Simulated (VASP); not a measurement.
Level of theory: PBE GGA, VASP's PBE PAW potentials (set 64) (plane waves; VASP).

A VASP calculation is set up with these files.

INCAR:
```
NSW = 40   # most ionic steps
PREC = Accurate
NELM = 100   # most electronic steps
EDIFFG = -0.02   # ionic stop
LREAL = F   # projection in real space or not
LWAVE = F
IBRION = 2   # conjugate gradients
ALGO = Normal   # blocked Davidson
LASPH = T   # aspherical one-centre terms
SYSTEM = SnO2
LCHARG = F
SIGMA = 0.05
GGA = PE   # PBE
LMAXMIX = 4   # l cut-off of mixed one-centre charges
ISMEAR = 0   # Gaussian
ISIF = 3   # ions, shape and volume
EDIFF = 1E-6   # SCF stop (eV)
ENCUT = 620
```

**KPOINTS**
```
kpoints
0
G
  5 5 7
0 0 0
```

### POSCAR
```
SnO2
1
    4.8327156444    -0.0000000000     0.0000000000
   -0.0000000000     4.8327156444     0.0000000000
    0.0000000000     0.0000000000     3.2408272069
Sn O
2 4
Direct
  0.0000000000   0.0000000000   0.0000000000
  0.5000000000   0.5000000000   0.5000000000
  0.3065850002   0.3065850002   0.0000000000
  0.8065850002   0.1934149998   0.5000000000
  0.1934149998   0.8065850002   0.5000000000
  0.6934149998   0.6934149998   1.0000000000
```

POTCAR, in this order: Sn_d O (PBE.64 set). Program: vasp_std.

Unless said otherwise, spin-orbit coupling is left out, though it shifts the bands of the heavy elements here.

**Question.** Predict the energy per atom (σ→0), band gap (on the k-mesh).

**Answer.** 
```json
{
 "energy per atom (σ→0)": "-6221 meV/atom",
 "band gap (on the k-mesh)": "0.64 eV"
}
```

File OSZICAR:
```
...
DAV:   8    -0.373374071402E+02    0.17207E-01   -0.30860E-01  2199   0.513E+00    0.778E-01
DAV:   9    -0.373226243509E+02    0.14783E-01   -0.85186E-02  2326   0.380E+00    0.147E-01
DAV:  10    -0.373233979328E+02   -0.77358E-03   -0.57509E-03  2156   0.724E-01    0.445E-02
DAV:  11    -0.373234716543E+02   -0.73721E-04   -0.29078E-04  2364   0.183E-01    0.209E-02
DAV:  12    -0.373234753276E+02   -0.36734E-05   -0.19541E-05  1750   0.360E-02    0.143E-02
DAV:  13    -0.373234715478E+02    0.37798E-05   -0.15850E-05  1889   0.497E-02    0.265E-03
DAV:  14    -0.373234718541E+02   -0.30636E-06   -0.11589E-06  1200   0.983E-03
   1 F= -.37323472E+02 E0= -.37323472E+02  d E =-.373235E+02
```

The compound is SnO2 in the rutile structure. It was relaxed first, which changed the volume by +6 %.
